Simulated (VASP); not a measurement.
Data:

```
CELL_PARAMETERS angstrom
      1.25105    -2.16688     0.00000
      1.25105     2.16688     0.00000
      0.00000     0.00000     6.71680
ATOMIC_POSITIONS crystal
  B  0.33333 0.66667 0.25000
  B  0.66667 0.33333 0.75000
  N  0.66667 0.33333 0.25000
  N  0.33333 0.66667 0.75000
```

Method: r2SCAN meta-GGA, VASP's PBE PAW potentials (set 64) (plane waves; VASP 6.6.1). Run with 520 eV cut-off, 11×11×4 Γ-centred mesh, tetrahedra with Blöchl corrections, potentials B N.

Question: Give the energies of bands 3 to 11 at the high-symmetry points, in eV from the valence-band maximum.

Answer: 
| band | Γ | M | K | A | L | H |
|---|---|---|---|---|---|---|
| 3 | -6.36 | -9.29 | -8.26 | -5.45 | -9.27 | -8.19 |
| 4 | -4.29 | -9.23 | -8.11 | -5.45 | -9.27 | -8.19 |
| 5 | -1.38 | -4.32 | -7.49 | -1.36 | -4.29 | -7.50 |
| 6 | -1.38 | -4.26 | -7.49 | -1.36 | -4.29 | -7.50 |
| 7 | -1.34 | -1.44 | -0.10 | -1.36 | -0.94 | -0.03 |
| 8 | -1.34 | -0.49 | -0.10 | -1.36 | -0.94 | -0.03 |
| 9 | 5.53 | 4.87 | 5.54 | 7.96 | 5.33 | 5.33 |
| 10 | 10.90 | 6.26 | 5.54 | 7.96 | 5.33 | 5.33 |
| 11 | 12.30 | 10.19 | 11.24 | 12.35 | 10.62 | 12.49 |

The gap is indirect, 4.87 eV, from the valence maximum at (0.36, 0.27, 0.00) to the conduction minimum at M.

The compound is BN in the hex structure. It was relaxed first.
